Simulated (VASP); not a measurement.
# C (P6_3/mmc) in VASP: a series of runs, part 2 of 2

VASP 6.6.1.

**3. Electric field gradients, PBE**

The COD entry that gives the cell may itself be a prediction, so a difference from it is no test against experiment.

The input, INCAR:

```
SYSTEM = C
ALGO = Normal ; EDIFF = 1E-8
ENCUT = 520 ; GGA = PE
ISIF = 2 ; ISMEAR = -1
LASPH = .True. ; LCHARG = .False.
LEFG = .True. ; LREAL = .False.
LWAVE = .False. ; NBANDS = 26
NELM = 80 ; PREC = Accurate
SIGMA = 0.05
```

The input, KPOINTS:

```
k-points
0
Gamma
  12 12 4
  0 0 0
```

The input, POSCAR:

```
C
1.0
    2.5221000000      0.0000000000      0.0000000000
   -1.2610500000      2.1842026709      0.0000000000
    0.0000000000      0.0000000000      8.2371000000
C
8
Direct
    0.0000000000      0.0000000000      0.0929896796
    0.0000000000      0.0000000000      0.5929896796
    0.0000000000      0.0000000000      0.4070103204
    0.0000000000      0.0000000000      0.9070103204
    0.3333333333      0.6666666667      0.1554755784
    0.6666666667      0.3333333333      0.6554755784
    0.3333333333      0.6666666667      0.3445244216
    0.6666666667      0.3333333333      0.8445244216
```

Potentials or basis: VASP PAW PBE potentials, release 64 (C).

On the command line:

```bash
> cat potpaw_PBE.64/C/POTCAR > POTCAR
> mpirun -np 1 vasp_std > vasp.out
```

OUTCAR:

```text
SYSTEM = C
   EDIFF = 1E-8
   ENCUT = 520
   GGA = PE
   ISIF = 2
   ISMEAR = -1
   LASPH = .True.
   LREAL = .False.
   NELM = 80
   PREC = Accurate

 ion  position               nearest neighbor table
   1  0.000  0.000  0.093-   4 1.53   5 1.54   5 1.54   5 1.54
   2  0.000  0.000  0.593-   3 1.53   6 1.54   6 1.54   6 1.54
   3  0.000  0.000  0.407-   2 1.53   7 1.54   7 1.54   7 1.54
   4  0.000  0.000  0.907-   1 1.53   8 1.54   8 1.54   8 1.54
   5  0.333  0.667  0.155-   1 1.54   1 1.54   1 1.54   7 1.56
   6  0.667  0.333  0.655-   2 1.54   2 1.54   2 1.54   8 1.56
   7  0.333  0.667  0.345-   3 1.54   3 1.54   3 1.54   5 1.56
   8  0.667  0.333  0.845-   4 1.54   4 1.54   4 1.54   6 1.56

  LATTYP: Found a hexagonal cell.
 ALAT       =     2.5221000000
 C/A-ratio  =     3.2659688355

  Lattice vectors:

 A1 = (   2.5221000000,   0.0000000000,   0.0000000000)
 A2 = (  -1.2610500000,   2.1842026709,   0.0000000000)
 A3 = (   0.0000000000,   0.0000000000,   8.2371000000)

Analysis of symmetry for initial positions (statically):
=====================================================================
[... 926 lines left out ...]
  free  energy   TOTEN  =       -72.6561860637 eV

  energy  without entropy=      -72.6561860637  energy(sigma->0) =      -72.65618606

 Electric field gradients (V/A^2)
---------------------------------------------------------------------
 ion       V_xx      V_yy      V_zz      V_xy      V_xz      V_yz
---------------------------------------------------------------------
   1       0.501     0.501    -1.001     0.000     0.000    -0.000
   2       0.501     0.501    -1.001     0.000    -0.000     0.000
   3       0.501     0.501    -1.001     0.000    -0.000     0.000
   4       0.501     0.501    -1.001     0.000     0.000    -0.000
   5      -0.996    -0.996     1.992    -0.000    -0.000     0.000
   6      -0.996    -0.996     1.992    -0.000     0.000    -0.000
   7      -0.996    -0.996     1.992    -0.000     0.000    -0.000
   8      -0.996    -0.996     1.992    -0.000    -0.000     0.000
---------------------------------------------------------------------

 Electric field gradients after diagonalization (V/A^2)
 (convention: |V_zz| > |V_xx| > |V_yy|)
----------------------------------------------------------------------
 ion       V_xx      V_yy      V_zz     asymmetry (V_yy - V_xx)/ V_zz
----------------------------------------------------------------------
   1       0.501     0.501    -1.001       0.000
   2       0.501     0.501    -1.001       0.000
   3       0.501     0.501    -1.001       0.000
   4       0.501     0.501    -1.001       0.000
   5      -0.997    -0.996     1.992       0.001
   6      -0.997    -0.996     1.992       0.001
   7      -0.997    -0.996     1.992       0.001
   8      -0.997    -0.996     1.992       0.001
----------------------------------------------------------------------

           NMR quadrupolar parameters

 Cq : quadrupolar parameter    Cq=e*Q*V_zz/h
 eta: asymmetry parameters     (V_yy - V_xx)/ V_zz
 Q  : nuclear electric quadrupole moment in mb (millibarn)
----------------------------------------------------------------------
 ion       Cq(MHz)       eta       Q (mb)
----------------------------------------------------------------------
   1      -0.002       0.000       1.000
   2      -0.002       0.000       1.000
   3      -0.002       0.000       1.000
   4      -0.002       0.000       1.000
   5       0.005       0.001       1.000
   6       0.005       0.001       1.000
   7       0.005       0.001       1.000
   8       0.005       0.001       1.000
----------------------------------------------------------------------
```

OSZICAR:

```text
N       E                     dE             d eps       ncg     rms          rms(c)
DAV:   1     0.611457681400E+02    0.61146E+02   -0.16571E+04  2964   0.120E+03
DAV:   2    -0.703760550243E+02   -0.13152E+03   -0.12373E+03  3904   0.227E+02
DAV:   3    -0.751736916536E+02   -0.47976E+01   -0.47598E+01  4036   0.382E+01
DAV:   4    -0.752169539111E+02   -0.43262E-01   -0.43198E-01  3840   0.400E+00
DAV:   5    -0.752177102509E+02   -0.75634E-03   -0.75574E-03  3976   0.485E-01    0.111E+01
DAV:   6    -0.732967785211E+02    0.19209E+01   -0.12433E+00  3454   0.598E+00    0.662E+00
DAV:   7    -0.726523880571E+02    0.64439E+00   -0.15111E+00  3544   0.680E+00    0.142E+00
DAV:   8    -0.726559467945E+02   -0.35587E-02   -0.35115E-02  3828   0.101E+00    0.106E-01
DAV:   9    -0.726561109119E+02   -0.16412E-03   -0.68452E-04  3858   0.171E-01    0.326E-02
DAV:  10    -0.726561690006E+02   -0.58089E-04   -0.60036E-05  3768   0.509E-02    0.140E-02
DAV:  11    -0.726561856173E+02   -0.16617E-04   -0.12891E-05  3662   0.249E-02    0.234E-03
DAV:  12    -0.726561861189E+02   -0.50160E-06   -0.70892E-07  3984   0.573E-03    0.569E-04
DAV:  13    -0.726561860901E+02    0.28840E-07   -0.46302E-08  3646   0.147E-03    0.179E-04
DAV:  14    -0.726561860668E+02    0.23263E-07   -0.54346E-09  2718   0.509E-04    0.651E-05
DAV:  15    -0.726561860637E+02    0.30584E-08   -0.51216E-10  2308   0.177E-04
   1 F= -.72656186E+02 E0= -.72656186E+02  d E =-.880508E-11
```

Run time: 81 s. Hardware: 1 thread of Intel Xeon Platinum 8259CL at 2.50GHz (Skylake/Cascade Lake), shared host; peak memory 0.18 GiB.

What came out:

- Free energy: -72.6562 eV
- Pressure: 2.9 GPa
- Largest force: 0.005 eV/Å
- Band gap on the k mesh: 4.45 eV, indirect (least direct gap 5.20 eV)

Forces in eV/Å, atoms in the order of the input:
```
C    0.000  0.000  0.005
C    0.000  0.000  0.005
C    0.000  0.000 -0.005
C    0.000  0.000 -0.005
C    0.000  0.000  0.000
C    0.000  0.000  0.000
C    0.000  0.000  0.000
C    0.000  0.000  0.000
```

Electric field gradients, principal values (V/Å²):
| atom | Vxx | Vyy | Vzz |
| --- | --- | --- | --- |
| 1 C | 0.501 | 0.501 | -1.001 |
| 2 C | 0.501 | 0.501 | -1.001 |
| 3 C | 0.501 | 0.501 | -1.001 |
| 4 C | 0.501 | 0.501 | -1.001 |
| 5 C | -0.996 | -0.997 | 1.992 |
| 6 C | -0.996 | -0.997 | 1.992 |
| 7 C | -0.996 | -0.997 | 1.992 |
| 8 C | -0.996 | -0.997 | 1.992 |

A k mesh can miss the band edges.
